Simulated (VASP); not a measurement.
The system is Ti.

```xyz
2
Lattice="2.9000 0.0000 0.0000 -1.4500 2.5115 0.0000 0.0000 0.0000 4.6000" Properties=species:S:1:pos:R:3 pbc="T T T"
Ti    0.0000    1.6743    1.1500
Ti    1.4500    0.8372    3.4500
```

The cell was built by a generator and needn't be a form met in nature.

- Program: VASP 6.6.1
- Task: relaxation of cell and atoms
- Functional: PBE
- Potentials or basis: VASP PAW PBE potentials, release 64 (Ti_sv)
- Cutoff: 600 eV
- k mesh: 16 × 16 × 10
- Occupations: methfessel-paxton, width 0.1 eV
- Spin: no spin polarisation

At the start: pressure 4.1 GPa; volume 16.75 Å³/atom.

Where does the relaxation end?

Over 8 steps the energy falls by 7.4 meV/atom and the volume is 17.34 Å³/atom (+3.5 %); space group P6_3/mmc (No. 194, to 0.05 Å).

Step by step:
```
step  energy change (eV)  largest force (eV/Å)  pressure (GPa)  volume (Å³)
   1              0.0000                0.0000            4.10        33.50
   2             -0.0065                0.0000           -2.81        35.62
   3             -0.0148                0.0000           -0.02        34.69
   4             -0.0148                0.0000            0.05        34.67
   5             -0.0148                0.0000            0.07        34.67
   6             -0.0148                0.0000            0.07        34.67
   7             -0.0148                0.0000           -0.06        34.71
   8             -0.0149                0.0000           -0.02        34.69
```

Final structure:
```xyz
2
Lattice="2.9377 0.0000 0.0000 -1.4689 2.5442 0.0000 0.0000 0.0000 4.6414" Properties=species:S:1:pos:R:3 pbc="T T T"
Ti    0.0000    1.6961    1.1603
Ti    1.4689    0.8480    3.4810
```
